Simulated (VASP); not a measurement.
Energy against volume of K (bcc). These are optB86b-vdW, VASP's PBE PAW potentials (set 64) (plane waves; VASP) values and carry that method's errors. Settings: 520 eV cut-off, 10×10×10 Γ-centred mesh, first-order Methfessel-Paxton smearing of 0.10 eV, potentials K_sv.

```csv
V (Å³/atom),E (eV/atom)
67.986,1.19218
70.088,1.19120
72.191,1.19173
74.294,1.19358
```

Fit these four points and predict the energy of the run at 65.883 Å³/atom.

A cubic in V^(−2/3), the third-order Birch-Murnaghan form, passes through the four points with V0 = 70.36 Å³/atom and B0 = 4 GPa, and gives 1.1949 eV/atom there. The run gave 1.1949 eV/atom, +0.0 meV/atom from the fit; all five points give B0 = 4 GPa.

The compound is K in the bcc structure. It was relaxed first.
